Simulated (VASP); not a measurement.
Level of theory: LDA (Ceperley-Alder, Perdew-Zunger), VASP's LDA PAW potentials (set 64) (plane waves; VASP 6.6.1).

VASP input:

INCAR:
```
# general
SYSTEM  = CuI
PREC    = Accurate
ENCUT   = 520   # plane-wave cut-off (eV)
LREAL   = .FALSE.   # projection in real space or not
LASPH   = .TRUE.   # aspherical one-centre terms

# electronic loop
EDIFF   = 1E-7   # SCF stop (eV)
NELM    = 100   # most electronic steps
ALGO    = Normal
LMAXMIX = 4   # l cut-off of mixed one-centre charges

# smearing
ISMEAR  = 0
SIGMA   = 0.05

# ions
ISIF    = 2

# output
LWAVE   = .FALSE.
LCHARG  = .FALSE.
```

**POSCAR**
```
CuI
1
    0.0000000000     2.9037517309     2.9037517309
    2.9037517309     0.0000000000     2.9037517309
    2.9037517309     2.9037517309     0.0000000000
Cu I
1 1
Direct
  0.0000000000   0.0000000000   0.0000000000
  0.2500000000   0.2500000000   0.2500000000
```

### KPOINTS
```
Automatic mesh
0
Gamma
8 8 8
0 0 0
```

POTCAR, in this order: Cu I (LDA.64 set). Program: vasp_std.

What VASP printed:

### OSZICAR
```
       N       E                     dE             d eps       ncg     rms          rms(c)
DAV:   1     0.108940603837E+03    0.10894E+03   -0.82872E+03   759   0.158E+03
DAV:   2     0.104051780659E+01   -0.10790E+03   -0.10133E+03   759   0.284E+02
DAV:   3    -0.706958553131E+01   -0.81101E+01   -0.79893E+01  1042   0.895E+01
DAV:   4    -0.733570970491E+01   -0.26612E+00   -0.26591E+00   898   0.141E+01
DAV:   5    -0.734425843699E+01   -0.85487E-02   -0.85486E-02  1126   0.263E+00    0.673E+00
DAV:   6    -0.722787072388E+01    0.11639E+00   -0.52701E+00   767   0.723E+01    0.428E+00
DAV:   7    -0.699580434171E+01    0.23207E+00   -0.12062E+00   839   0.436E+01    0.216E+00
DAV:   8    -0.699351205625E+01    0.22923E-02   -0.78893E-02  1140   0.534E+00    0.571E-01
DAV:   9    -0.698793684816E+01    0.55752E-02   -0.20383E-02   919   0.488E+00    0.256E-01
DAV:  10    -0.698799966743E+01   -0.62819E-04   -0.94154E-04   867   0.247E-01    0.192E-01
DAV:  11    -0.698781659021E+01    0.18308E-03   -0.10902E-03   996   0.122E+00    0.432E-02
DAV:  12    -0.698781935042E+01   -0.27602E-05   -0.14234E-04  1081   0.162E-01    0.450E-02
DAV:  13    -0.698781924753E+01    0.10289E-06   -0.25776E-06  1191   0.204E-02    0.236E-02
DAV:  14    -0.698781815168E+01    0.10958E-05   -0.18268E-06  1124   0.301E-02    0.175E-02
DAV:  15    -0.698781770943E+01    0.44225E-06   -0.94826E-07  1047   0.315E-02    0.569E-03
DAV:  16    -0.698781762614E+01    0.83291E-07   -0.39204E-07   692   0.216E-02
   1 F= -.69878176E+01 E0= -.69878176E+01  d E =-.169133E-12
```

**OUTCAR**
```
------------------------ aborting loop because EDIFF is reached ----------------------------------------
  FORCE on cell =-STRESS in cart. coord.  units (eV):
  Direction    XX          YY          ZZ          XY          YZ          ZX
  --------------------------------------------------------------------------------------
  Total        0.5580952      0.5580952      0.5580952      0.0000000      0.0000000      0.0000000
  in kB       18.2604048     18.2604048     18.2604048      0.0000000      0.0000000      0.0000000
  external PRESSURE =      18.2604048 kB  Pullay stress =       0.0000000 kB
  volume of cell :       48.97
      direct lattice vectors                 reciprocal lattice vectors
     0.000000000  2.903751731  2.903751731    -0.172191030  0.172191030  0.172191030
     2.903751731  0.000000000  2.903751731     0.172191030 -0.172191030  0.172191030
     2.903751731  2.903751731  0.000000000     0.172191030  0.172191030 -0.172191030
  FREE ENERGIE OF THE ION-ELECTRON SYSTEM (eV)
  ---------------------------------------------------
  free  energy   TOTEN  =        -6.9878176261 eV

  energy  without entropy=       -6.9878176261  energy(sigma->0) =       -6.98781763
```
(Selected blocks of OUTCAR.)

The compound is CuI in the zinc blende structure. This cell is one point of a volume scan, at 0.97 of the reference volume.
